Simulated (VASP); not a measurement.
Data:

```yaml
crystal:
  lattice:
    - [0.00000, 2.78149, 2.78149]
    - [2.78149, 0.00000, 2.78149]
    - [2.78149, 2.78149, 0.00000]
  atoms:
    - { symbol: Fe, position: [0.50000, 0.50000, 0.50000] }
    - { symbol: Fe, position: [0.25000, 0.25000, 0.25000] }
    - { symbol: Fe, position: [0.75000, 0.75000, 0.75000] }
    - { symbol: Ge, position: [0.00000, 0.00000, 0.00000] }
```

Calculation: LDA (Ceperley-Alder, Perdew-Zunger), VASP's LDA PAW potentials (set 64) (plane waves; VASP). Run with 400 eV cut-off, 11×11×11 Γ-centred mesh, tetrahedra with Blöchl corrections, potentials Fe Ge_d.

The run has a spin-polarised start.

**Question.** Tabulate the total density of states (states/eV per cell) against energy (eV; zero at the valence-band maximum or, without a gap, the Fermi level).

**Answer.** 
(E (eV), DOS (states/eV)): (-9.99, 2.16); (-9.65, 0.00); (-9.31, 0.00); (-8.97, 0.00); (-8.63, 0.00); (-8.29, 0.00); (-7.95, 0.00); (-7.61, 0.00); (-7.28, 0.05); (-6.94, 0.42); (-6.48, 2.08); (-6.14, 1.73); (-5.80, 0.79); (-5.47, 1.05); (-5.13, 1.84); (-4.79, 2.61); (-4.45, 2.21); (-4.11, 2.99); (-3.77, 3.95); (-3.43, 6.99); (-3.09, 5.17); (-2.75, 3.56); (-2.42, 3.22); (-2.08, 3.59); (-1.74, 6.22); (-1.40, 6.10); (-1.06, 7.19); (-0.72, 4.15); (-0.38, 5.53); (-0.04, 4.82); (0.41, 3.45); (0.75, 5.16); (1.09, 6.68); (1.43, 2.18); (1.77, 2.08); (2.11, 1.66); (2.45, 1.41); (2.79, 1.27); (3.12, 1.14); (3.46, 0.80)
Within 2 eV below the Fermi level the largest weight inside VASP's projection spheres is Fe d.

The structure comes from a computed database's Fe3Ge entry (Fm-3m); how it stands against other phases isn't given here. It was relaxed first, which changed the volume by -9 %.
